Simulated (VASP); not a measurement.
Ti2SnTe2:

```
Ti Sn Te
1.0
     3.88000    0.00000    0.00000
    -1.94000    3.36018    0.00000
     0.00000    0.00000   18.34000
Ti Sn Te
4 2 4
Cartesian
  1.9400 1.1201 15.4606
  1.9400 1.1201 12.0494
  0.0000 2.2401 2.8794
  0.0000 2.2401 6.2906
  0.0000 0.0000 13.7550
  0.0000 0.0000 4.5850
  0.0000 2.2401 16.9553
  0.0000 2.2401 10.5547
  1.9400 1.1201 1.3847
  1.9400 1.1201 7.7853
```

The cell was built by a generator and needn't be a form met in nature.

```yaml
Program: VASP 6.6.1
Task: relaxation of cell and atoms
Functional: PBE
Potentials_or_basis: VASP PAW PBE potentials, release 64 (Ti_sv, Sn_d, Te)
Cutoff: 520 eV
k_mesh: 4 × 4 × 1
Occupations: gaussian, width 0.15 eV
Spin: no spin polarisation
```

At the start: pressure 4.8 GPa; volume 23.91 Å³/atom.

Where does the relaxation end?

Over 14 steps the energy falls by 56.6 meV/atom and the volume is 27.10 Å³/atom (+13.3 %); space group P6_3/mmc (No. 194, to 0.05 Å).

The path:
```tsv
step	energy change (eV)	largest force (eV/Å)	pressure (GPa)	volume (Å³)
1	0.0000	0.4405	4.84	239.11
2	-0.2046	0.7209	-2.84	264.98
3	-0.2781	0.5085	-0.08	256.10
4	-0.2784	0.5946	-0.38	256.90
5	-0.3631	0.4364	-0.50	258.22
6	-0.5151	0.2390	-0.50	261.91
7	-0.5432	0.3193	0.88	268.50
8	-0.4640	0.4461	-2.11	284.64
9	-0.5592	0.1728	-0.12	272.92
10	-0.5597	0.1138	-0.24	273.54
11	-0.5599	0.1297	-0.22	273.30
12	-0.5600	0.1568	-0.35	273.11
13	-0.5600	0.1489	-0.24	273.01
14	-0.5661	0.0374	0.18	271.00
```

Final structure:
```cif
data_structure
_symmetry_space_group_name_H-M 'P 1'
_symmetry_Int_Tables_number 1
_cell_length_a 3.8530
_cell_length_b 3.8530
_cell_length_c 21.0782
_cell_angle_alpha 90.000
_cell_angle_beta 90.000
_cell_angle_gamma 120.000
_cell_volume 271.00
loop_
_atom_site_label
_atom_site_type_symbol
_atom_site_fract_x
_atom_site_fract_y
_atom_site_fract_z
_atom_site_occupancy
Ti1 Ti 0.66667 0.33333 0.83377 1
Ti2 Ti 0.66667 0.33333 0.66623 1
Ti3 Ti 0.33333 0.66667 0.16623 1
Ti4 Ti 0.33333 0.66667 0.33377 1
Sn1 Sn 0.00000 0.00000 0.75000 1
Sn2 Sn 0.00000 0.00000 0.25000 1
Te1 Te 0.33333 0.66667 0.91014 1
Te2 Te 0.33333 0.66667 0.58986 1
Te3 Te 0.66667 0.33333 0.08986 1
Te4 Te 0.66667 0.33333 0.41014 1
```

Caveat: the k mesh is coarse (spacing up to 0.47 Å⁻¹), so the values aren't converged; this functional lacks dispersion, which binds the layers, so the pressure and a relaxed spacing across them are unreliable.
